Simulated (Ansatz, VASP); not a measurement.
Ba2PdPtC6N6: VASP beside Ansatz

```
CELL_PARAMETERS angstrom
0.00000 5.58302 5.58302
5.58302 0.00000 5.58302
5.58302 5.58302 0.00000
ATOMIC_POSITIONS crystal
Ba 0.25000 0.25000 0.25000
Ba 0.75000 0.75000 0.75000
Pd 0.00000 0.00000 0.00000
Pt 0.50000 0.50000 0.50000
C 0.80297 0.19703 0.19703
C 0.19703 0.80297 0.19703
C 0.19703 0.19703 0.80297
C 0.19703 0.80297 0.80297
C 0.80297 0.19703 0.80297
C 0.80297 0.80297 0.19703
N 0.69716 0.30284 0.30284
N 0.30284 0.69716 0.30284
N 0.30284 0.30284 0.69716
N 0.30284 0.69716 0.69716
N 0.69716 0.30284 0.69716
N 0.69716 0.69716 0.30284
```

Alike in both runs: functional PBE; k mesh 4 × 4 × 4; occupations gaussian, width 0.1 eV; no spin polarisation.

Ansatz relaxed the structure, and its values are those at the end. VASP's run is a single point on that final structure, the one shown.

|  | VASP | Ansatz |
| --- | --- | --- |
| version | VASP 6.6.1 | Ansatz 0.2.0 |
| potentials or method | VASP PAW PBE potentials, release 64 (Ba_sv, Pd, Pt, C, N) | scalar-relativistic, plane waves, PAW |
| plane-wave cutoff (eV) | 520 | 420 |
| valence electrons in the cell | 94 | 110 |

VASP gave:

```
gap on the k mesh at the Fermi level (eV) : none
pressure (GPa)                            : 0.6
rms of the force components (eV/Å)        : 0.173
```

Q: Which values does Ansatz return?

A: gap on the k mesh at the Fermi level (eV): none; pressure (GPa): 0.3; rms of the force components (eV/Å): 0.002.

A gap of «none» marks a metal or a gap that the smearing closes. One of these differences is far larger than is usual between the two programs; its cause wasn't traced. The two sets of potentials don't hold the same shells in valence.

Caveats: the standard files for N, O and F lose accuracy on very short bonds. Spin-orbit coupling is left out, which matters for the levels of Ba, Pt.
